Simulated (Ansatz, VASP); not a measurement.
# Cross-check of Re (Rhenium) between VASP and Ansatz

Wanted: the spread between two codes on one cell, functional and k mesh. The cell is taken from a series of VASP runs on this material, whose earlier steps may have relaxed, scaled or displaced it; both programs get it as it stands.

Main program and level: Ansatz 0.2.0; plane waves, with VASP 6.6.1 beside it; relaxation of cell and atoms at LDA.

**1. Starting point**

The structure is hexagonal, space group P6_3/mmc (No. 194). The conventional cell has a = 2.741 Å, b = 2.741 Å, c = 4.422 Å, α = 90.00°, β = 90.00°, γ = 120.00°. Nearest to Re lie 12 Re at 2.72 to 2.74 Å.

Structure file:

```cif
data_structure
_symmetry_space_group_name_H-M 'P6_3/mmc'
_symmetry_Int_Tables_number 194
_cell_length_a 2.7407
_cell_length_b 2.7407
_cell_length_c 4.4221
_cell_angle_alpha 90.000
_cell_angle_beta 90.000
_cell_angle_gamma 120.000
_cell_volume 28.77
loop_
_atom_site_label
_atom_site_type_symbol
_atom_site_symmetry_multiplicity
_atom_site_Wyckoff_symbol
_atom_site_fract_x
_atom_site_fract_y
_atom_site_fract_z
_atom_site_occupancy
Re1 Re 2 c 0.66667 0.33333 0.75000 1
```

**2. VASP: relaxation of cell and atoms, LDA**

The relaxed volume is the usual yardstick between codes: its relative difference is about their pressure difference at one cell divided by the bulk modulus.

Lines of VASP's logs that name or quote its potential files are left out, and so is its time.

INCAR reads:

```
SYSTEM = Re
PREC = Accurate
ENCUT = 520
EDIFF = 1E-07
NELM = 100
ISMEAR = 1
SIGMA = 0.15
LREAL = .FALSE.
ALGO = Normal
GGA = CA
NBANDS = 13
LASPH = .TRUE.
LORBIT = 11
LWAVE = .FALSE.
LCHARG = .FALSE.
KPAR = 4
IBRION = 2
NSW = 50
ISIF = 3
EDIFFG = -0.005
```

POSCAR reads:

```
Re
1.0
    2.7406709150      0.0000000000      0.0000000000
   -1.3703354575      2.3734906358      0.0000000000
    0.0000000000      0.0000000000      4.4220884304
Re
2
Direct
    0.6666666667      0.3333333333      0.7500000000
    0.3333333333      0.6666666667      0.2500000000
```

KPOINTS reads:

```
Automatic mesh
0
Gamma
20 20 12
0 0 0
```

PAW data sets: Re (LDA family, release 64).

The run is started by

```console
$ mpirun -np 4 vasp_std
```

Numbers of over 12 decimals in the logs are rounded to 6 here.

The program printed:

```text
[banner, memory and clock lines left out]
running    4 mpi-ranks, on    1 nodes
 distrk:  each k-point on    1 cores,    4 groups
 distr:  one band on    1 cores,    1 groups

 POSCAR found type information on POSCAR Re
 POSCAR found :  1 types and       2 ions
 LDA part: xc-table for (Slater(with rela. corr.)+CA(PZ))
 , standard interpolation
 POSCAR, INCAR and KPOINTS ok, starting setup
 FFT: planning ... GRIDC
 FFT: planning ... GRID_SOFT
 FFT: planning ... GRID
 WAVECAR not read
 entering main loop
       N       E                     dE             d eps       ncg     rms          rms(c)
DAV:   1     0.969893311229E+02    0.96989E+02   -0.60537E+03  9126   0.111E+03
DAV:   2    -0.216066990842E+02   -0.11860E+03   -0.10278E+03 12447   0.410E+02
DAV:   3    -0.288299284289E+02   -0.72232E+01   -0.63297E+01 13392   0.131E+02
DAV:   4    -0.289729759580E+02   -0.14305E+00   -0.14120E+00 13131   0.112E+01
DAV:   5    -0.289737784709E+02   -0.80251E-03   -0.80230E-03 13300   0.146E+00    0.446E+01
DAV:   6    -0.278883311912E+02    0.10854E+01   -0.91597E-01 13664   0.158E+01    0.192E+01
DAV:   7    -0.275406165824E+02    0.34771E+00   -0.61224E-01 13699   0.125E+01    0.409E-01
DAV:   8    -0.275309850873E+02    0.96315E-02   -0.51949E-03 12814   0.720E-01    0.150E-01
DAV:   9    -0.275298187437E+02    0.11663E-02   -0.46283E-04 11806   0.201E-01    0.414E-02
DAV:  10    -0.275298275019E+02   -0.87583E-05   -0.46475E-05 12981   0.605E-02    0.231E-02
DAV:  11    -0.275298266224E+02    0.87958E-06   -0.83333E-07 13295   0.122E-02    0.115E-03
DAV:  12    -0.275298266230E+02   -0.60368E-09   -0.34138E-08  7119   0.170E-03
   1 F= -.27529827E+02 E0= -.27529877E+02  d E =-.275298E+02
 curvature:   0.00 expect dE= 0.000E+00 dE for cont linesearch  0.000E+00
 trial: gam= 0.00000 g(F)=  0.848E-51 g(S)=  0.143E-06 ort = 0.000E+00 (trialstep = 0.100E+01)
 search vector abs. value=  0.143E-06
 reached required accuracy - stopping structural energy minimisation
```

OUTCAR, selected parts (step 2):

```text
ion  position               nearest neighbor table
   1  0.667  0.333  0.750-   2 2.72   2 2.72   2 2.72   2 2.72   2 2.72   2 2.72
   2  0.333  0.667  0.250-   1 2.72   1 2.72   1 2.72   1 2.72   1 2.72   1 2.72

  LATTYP: Found a hexagonal cell.
 ALAT       =     2.7406709150
 C/A-ratio  =     1.6135058048

 Subroutine GETGRP returns: Found 24 space group operations
 (whereof 12 operations were pure point group operations)

The static configuration has the point symmetry D_3d.
 The point group associated with its full space group is D_6h.

 Found    308 irreducible k-points:

   k-points           NKPTS =    308   k-points in BZ     NKDIM =    308   number of bands    NBANDS=     13

   dimension x,y,z NGX =    20 NGY =   20 NGZ =   36
   dimension x,y,z NGXF=    40 NGYF=   40 NGZF=   72

   ENCUT  =  520.0 eV  38.22 Ry    6.18 a.u.   5.10  5.10  8.22*2*pi/ulx,y,z

   NELECT =      14.0000    total number of electrons

 k-points in reciprocal lattice and weights: Automatic mesh
   0.00000000  0.00000000  0.00000000       0.000
   0.05000000  0.00000000  0.00000000       0.001
   0.10000000 -0.00000000  0.00000000       0.001
   0.15000000  0.00000000  0.00000000       0.001
   0.20000000 -0.00000000  0.00000000       0.001
   0.25000000  0.00000000  0.00000000       0.001
   0.30000000  0.00000000  0.00000000       0.001
   0.35000000  0.00000000  0.00000000       0.001
   0.40000000  0.00000000  0.00000000       0.001
[...]
0.30000000  0.30000000  0.50000000       0.001
   0.35000000  0.30000000  0.50000000       0.001

 average (electrostatic) potential at core
       1 -39.0946       2 -39.0946

 E-fermi :   8.1263

 k-point     1 :       0.0000    0.0000    0.0000
  band No.  band energies     occupation
    ...
      3       6.4725      2.00000
      4       6.4725      2.00000
      5       6.4847      2.00000
      6       7.3424      2.00000
      7       7.3424      2.00000
      8       8.2905     -0.06475
      9       8.2905     -0.06475
     10       8.9408     -0.00000
     11      11.5890      0.00000
     12      11.5890      0.00000
    ...

 k-point     2 :       0.0500    0.0000    0.0000
  band No.  band energies     occupation
    ...
      4       6.5697      2.00000
      5       6.7822      2.00000
      6       7.2652      2.00000
      7       7.4345      2.00000
      8       8.1151      1.12571
      9       8.2064      0.22344
     10       8.5931     -0.00010
     11      11.6476      0.00000
     12      12.1166      0.00000
     13      18.4819      0.00000

 k-point     3 :       0.1000   -0.0000    0.0000
  band No.  band energies     occupation
    ...
      5       6.9823      2.00000
      6       7.1757      2.00000
      7       7.3710      2.00000
      8       7.7073      2.00057
      9       7.9806      2.04386
     10       8.2707     -0.04152
     11      11.7984      0.00000
     12      13.2050      0.00000
     13      18.4564      0.00000

  Total        0.0016399      0.0016399      0.0007514      0.0000000      0.0000000     -0.0000000
  in kB        0.0913373      0.0913373      0.0418492      0.0000000      0.0000000     -0.0000000
  external PRESSURE =       0.0748413 kB  Pullay stress =       0.0000000 kB

  energy-cutoff  :      520.00
  volume of cell :       28.77
      direct lattice vectors                 reciprocal lattice vectors
     2.740670915  0.000000000  0.000000000     0.364874161  0.210660195  0.000000000
    -1.370335457  2.373490636  0.000000000     0.000000000  0.421320390  0.000000000
     0.000000000  0.000000000  4.422088430     0.000000000  0.000000000  0.226137495

 POSITION                                       TOTAL-FORCE (eV/Angst)
 -----------------------------------------------------------------------------------
      1.37034      0.79116      3.31657         0.000000      0.000000      0.000000
     -0.00000      1.58233      1.10552        -0.000000     -0.000000      0.000000
 -----------------------------------------------------------------------------------
    total drift:                               -0.000000      0.000000     -0.000000

  FREE ENERGIE OF THE ION-ELECTRON SYSTEM (eV)
  ---------------------------------------------------
  free  energy   TOTEN  =       -27.5298266230 eV

  energy  without entropy=      -27.5299787207  energy(sigma->0) =      -27.52987732

 reached required accuracy - stopping structural energy minimisation

 total charge
# of ion       s       p       d       tot
------------------------------------------
    1        0.636   0.685   4.940   6.262
    2        0.636   0.685   4.940   6.262
--------------------------------------------------
tot          1.272   1.371   9.880  12.523

[... 3 further parts left out ...]
```

CONTCAR:

```
Re
   1.00000000000000
     2.7406709149999999    0.0000000000000000    0.0000000000000000
    -1.3703354575000000    2.3734906358000001    0.0000000000000000
     0.0000000000000000    0.0000000000000000    4.4220884303999997
  Re
     2
Direct
     0.6666666667000030    0.3333333332999970    0.7500000000000000
     0.3333333332999970    0.6666666667000030    0.2500000000000000
```

The data set Re keeps the semicore shell frozen, which is cheaper and a little less accurate.

**3. Ansatz: relaxation of cell and atoms, LDA**

Ansatz runs on its default PAW (the set named soft_2) files.

The same cell, functional (in two slightly different forms), mesh and smearing now go to Ansatz, which takes its cutoff from its data sets.

input.yaml reads:

```yaml
crystal:
  lattice:
    - [2.740670915, 0.0, 0.0]
    - [-1.3703354575, 2.3734906358, 0.0]
    - [0.0, 0.0, 4.4220884304]
  atoms:
    - { symbol: Re, position: [0.6666666667, 0.3333333333, 0.75] }
    - { symbol: Re, position: [0.3333333333, 0.6666666667, 0.25] }
hamiltonian:
  xc: lda
  pseudopotentials: { kind: paw }
kpoints:
  mp_grid: { grid: [20, 20, 12] }
scf:
  occupations: { method: methfessel_paxton, width: 0.15 }
relax:
  f_tol: 0.01
  max_steps: 60
  cell: { stress_tol: 0.05 }
output:
  forces: true
  stress: true
```

The run is started by

```console
$ ansatz run input.yaml --threads 4 --pin off --max-ram 9216MiB --backend cpu --events-out ev --progress --plain --runs-dir out
```

The program printed:

```text
Engine: ansatz 0.2.0, aarch64-unknown-linux-gnu
Pseudopotentials: kind: paw
Pseudopotential: Re, paw, valence charge 15, recommended cutoff 420 eV (normal), Re.paw.azcp
Functional definition: SPW92
  exchange = slater_x
  correlation = pw_c
Crystal: 2 atoms, lattice volume = 28.765 Å³
Basis set: ecut = 420 eV, 573 PW (Γ)
Bands: 19, of which v1, the nominal top of the filled ones, is band 15 counted from 1 (14 counted from 0)
Symmetry: 24 space group operations
Space group: P63/mmc (ITA 194), of the structure as read, at distance tolerance 3.1e-5 Å
k-points: 308 of 4800
Non-local potential: Re, projectors of the file, l = 0: 3, l = 1: 2, l = 2: 2, l = 3: 1
PAW form: soft (Blöchl's): semilocal exchange-correlation on the pseudo side does not see the compensation charge
PAW frozen core: Re, regenerated for the run's functional, and the local potential with it (the file was generated under x = pbe(κ = 0.804, μ = 0.219515), c = pbe(β = 0.066725))
PAW one-centre angular grid: Re, 590 points (default); XC on 64 Gauss nodes
Initial density: superposition of atomic densities (neutral atoms: chi_scale 0, normalization atom), corrected by the library's trained network
Initial wavefunctions: pseudopotential atomic-orbital guess
Functional: x = slater, c = lda
SCF iter   1: F=—  HF=-21215.302805 eV  |F-HF|=—  |Δ(HF+E_count)|=         —  Δρ=1.03e-2  dr2=1.42e-2  ethr=1.77e-3  ⟨swp⟩=5.2  Hψ=26229  notcnv=0
preconditioner: auto → none  [metal: Δε(μ)=0.003 eV  Ē_g=6.242 eV  σ=0.150 eV  W_gap=0.02  n_scr=8 (ndim 8)  ℏωp=25.9 eV  f_vac=0.000  D(μ)=1.55/eV (n_scr^D=22)  sad-step TF]
SCF iter   2: F=—  HF=-21215.301668 eV  |F-HF|=—  |Δ(HF+E_count)|=   1.14e-3  S|Δr|=    0.00e0  Δρ=6.08e-3  dr2=5.14e-3  ethr=4.72e-5  ⟨swp⟩=1.1  Hψ=8504  notcnv=0
SCF iter   3: F=—  HF=-21215.300801 eV  |F-HF|=—  |Δ(HF+E_count)|=   8.67e-4  S|Δr|=    0.00e0  Δρ=3.13e-4  dr2=1.19e-5  ethr=1.71e-5  ⟨swp⟩=2.0  Hψ=7757  notcnv=0
SCF iter   4: F=—  HF=-21215.300798 eV  |F-HF|=—  |Δ(HF+E_count)|=   2.97e-6  S|Δr|=    0.00e0  Δρ=8.25e-5  dr2=1.26e-6  ethr=3.98e-8  ⟨swp⟩=2.0  Hψ=9769  notcnv=0
SCF iter   5: F=-21215.300797 eV  HF=-21215.300797 eV  |F-HF|=5.93e-9  |Δ(HF+E_count)|=   5.43e-7  S|Δr|=    0.00e0  Δρ=1.52e-5  dr2=2.30e-8  ethr=3.33e-10  ⟨swp⟩=2.9  Hψ=24328  notcnv=0
SCF 1 converged in 5 iterations: F = -21215.300797 eV  dr2 = 2.30e-8
  greatest PAW one-centre occupation: 0.999 electrons in one spin orbital (limit 2), on the Re atom at site 1 (counted from 0), in its partial waves of l = 0
relax step   1: F+E_penalty+E_count = -21215.30079746 eV  Δ(F+E_penalty+E_count) = +0.000e0 eV  max|allowed force component| = 9.021e-17 eV/Å  Δτ_max = 0.0000 Å  P = -1.499 GPa  Ω = 28.765 Å³  (5 SCF iters, dr2 threshold 1.00e-7 eV, accepted)
[...]
relax step   2: F+E_penalty+E_count = -21215.29875700 eV  Δ(F+E_penalty+E_count) = +2.040e-3 eV  max|allowed force component| = 4.626e-17 eV/Å  Δτ_max = 0.0000 Å  P = +3.619 GPa  Ω = 28.409 Å³  energy of the carried Pulay correction = +2.705e-4 eV  (3 SCF iters, dr2 threshold 2.00e-7 eV, rejected (line search))
[...]
relax step   3: F+E_penalty+E_count = -21215.30138336 eV  Δ(F+E_penalty+E_count) = -5.859e-4 eV  max|allowed force component| = 7.170e-17 eV/Å  Δτ_max = 0.0000 Å  P = -0.023 GPa  Ω = 28.660 Å³  energy of the carried Pulay correction = +7.957e-5 eV  (5 SCF iters, accepted)
[...]
relax step   4: F+E_penalty+E_count = -21215.30130777 eV  Δ(F+E_penalty+E_count) = +7.559e-5 eV  max|allowed force component| = 6.708e-17 eV/Å  Δτ_max = 0.0000 Å  P = -0.024 GPa  Ω = 28.660 Å³  stress off target by 2.72e-2 GPa  SCF on the basis re-selected at this cell (its energy is not comparable with the rows above)  (3 SCF iters)
basis re-selected at this cell: Δ(F+E_penalty+E_count) = +7.559e-5 eV, ΔP = -0.002 GPa vs the last step (what re-selecting the basis moved, of the pressure what is left beyond the Pulay correction that the steps carried, after the strain that the cell walked since its last selection, with what the two solves' SCF thresholds leave and, on support functions, any second-order correction that the steps lacked; it is no m [...]
SCF converged after 3 iterations
Stability not checked: this state was not tested for a lower state beside it, because cold or Methfessel-Paxton smearing, or corrected tetrahedra, fill the levels in a way that the test cannot read (fill_not_monotonic; see scf.lower_state_search)
Free energy (F): -21215.301308 eV
Harris-Foulkes:  -21215.301308 eV  (|F-HF|=1.09e-11)
Internal energy: -21215.301495 eV  (E = F + TS)
E sigma→0 (E₀):  -21215.301355 eV
Entropy (-TS):   0.000187 eV (0.094 meV/atom)
Fermi energy:    24.358135 eV
Step filling:    the computed levels leave a gap of 0.0074 eV = 0.0 smearing widths at the electron count; against every level under it full and every level over it empty, smearing changes F+E_penalty+E_count by +0.089 meV and its σ→0 estimate by +0.042 meV
--- Per-component energies (eV) ---
  E_band       = -132.084931
  E_kinetic    = 1087.552850
  E_local      = -1484.764127  (includes V_loc(G=0)·N_el)
  E_nonlocal   = 107.877290
  E_hartree    = 533.038518
  E_xc         = -803.434609
  E_vxc        = -611.523041  (∫ρ·V_xc dr)
  E_paw        = -16803.820211  (= ΣΔE_a)
  E_vpaw       = -297.304868  (= ΣTr[D̂ρ^β])
  E_aug_tail   = -0.000160  (compensation charges beyond the density's cutoff)
  E_ewald      = -3852.389198
  E_core_change = 0.638152  (= ΣΔE_core)
  E_smearing   = 0.000187  (= −TS)
  E_closure    = 0.000000  (closes the sum)
  Σ components = -21215.301308   (vs F -21215.301308, Δ=0.00e0)
--- Forces (eV/Å), atoms counted from 1 ---
  atom   1  Re    -0.00000000    -0.00000000    -0.00000000
  atom   2  Re     0.00000000     0.00000000     0.00000000
  max |Σ_I F_I| component: 1.85e-17 eV/Å
--- Stress (GPa, compression-positive) ---
       -0.027157       0.000000       0.000000
       -0.000000      -0.027157      -0.000000
        0.000000      -0.000000      -0.018964
  P = ⅓ Tr σ = -0.0244 GPa (-0.244 kbar)
--- Relaxed structure (3 steps of the walk, 2 accepted, 1 SCFs on fresh bases) ---
  F+E_penalty+E_count = -21215.30130777 eV   max|allowed force component| = 6.708e-17 eV/Å   (the final SCF, on the basis selected at the relaxed cell)
  cell:  # Å, volume = 28.6601 Å³
    - [2.736983, 0, 1.17702006450993e-19]
    - [-1.368491, 2.370296, 0]
    - [1.8991287064545169e-19, 0, 4.417776]
  atoms:
    - { symbol: Re, position: [0.666667, 0.333333, 0.750000] }
    - { symbol: Re, position: [0.333333, 0.666667, 0.25] }
```

It took 6.3 s on 4 threads of Arm Neoverse V1, shared host; peak memory 0.43 GiB.

**4. Side by side**

Known differences besides the potentials themselves: the two LDA forms differ slightly; both relaxations stop at a tolerance, which leaves soft axes loose, and VASP keeps its plane-wave basis; the data sets hold 30 valence electrons in Ansatz (default PAW (the set named soft_2) files) and 14 in VASP; the cutoff is 420 eV in Ansatz and 520 eV in VASP; VASP's log shows a relativistic correction to its local exchange, Ansatz's none; Ansatz adds a Pulay correction to the stress that steers its cell, VASP none. Total energies have different zeros and are not compared.

Compared:

| quantity | Ansatz | VASP | difference |
| --- | --- | --- | --- |
| volume (Å³) | 28.66 | 28.77 | -0.37 % |
| edge a after relaxation, in the typed setting (Å) | 2.737 | 2.741 | -0.14 % |
| edge c after relaxation, in the typed setting (Å) | 4.418 | 4.422 | -0.10 % |

The walks stopped with -0.02 GPa left in Ansatz and 0.01 GPa in VASP; each walk ends within a tolerance, so the volume difference is uncertain by about these residues over the bulk modulus, most in soft cells.

**5. Results**

```
difference in volume (relaxation of cell and atoms, LDA) : -0.37 %
```

The difference in volume is -0.37 % (relaxation of cell and atoms, LDA), within the 1.2 % picked in this series as the mark of a large difference, as far as the stopping tolerances let one tell. Such differences can come from data sets, numerical settings and the points named under the comparisons, not from the functional's error against experiment.

[Lines on the potential files, build, host, timing and source positions are cut from VASP's logs without a mark.]

[Logs are printed without paths, hosts, clocks, repeated set-up lines and the standing remarks that a program may print on its own settings, such as how far it seeks lower states.]

[Hosts, paths, dates, database ids (printed as entryN), source tags and the programs' standing remarks are cut or masked in the printed files.]
